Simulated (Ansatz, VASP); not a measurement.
# One calculation of Ta3TiN4, two programs

```xyz
8
Lattice="3.0999 0.0000 0.0000 0.0000 3.0999 0.0000 0.0000 0.0000 8.7487" Properties=species:S:1:pos:R:3 pbc="T T T"
Ti    0.0000    0.0000    4.3744
Ta    0.0000    0.0000    0.0000
Ta    1.5499    1.5499    2.2447
Ta    1.5499    1.5499    6.5040
N     0.0000    0.0000    6.5279
N     1.5499    1.5499    0.0000
N     0.0000    0.0000    2.2208
N     1.5499    1.5499    4.3744
```

Alike in both runs: functional PBE; k mesh 12 × 12 × 6; occupations gaussian, width 0.1 eV; no spin polarisation.

Ansatz relaxed the structure, and its values are those at the end. VASP's run is a single point on that final structure, the one shown.

|  | VASP | Ansatz |
| --- | --- | --- |
| version | VASP 6.6.1 | Ansatz 0.2.0 |
| potentials or method | VASP PAW PBE potentials, release 64 (Ti_sv, Ta_pv, N) | scalar-relativistic, plane waves, PAW |
| plane-wave cutoff (eV) | 520 | 420 |
| valence electrons in the cell | 65 | 71 |

Ansatz gave:

```
gap on the k mesh at the Fermi level (eV) : none
pressure (GPa)                            : 0.0
```

What did VASP give for the same quantities?

gap on the k mesh at the Fermi level (eV): none; pressure (GPa): 0.7.

A gap of «none» marks a metal or a gap that the smearing closes. With one functional, cell and mesh, what is left measures potentials, basis and numerics. The two sets of potentials don't hold the same shells in valence.

Spin-orbit coupling is left out, which matters for the levels of Ta.
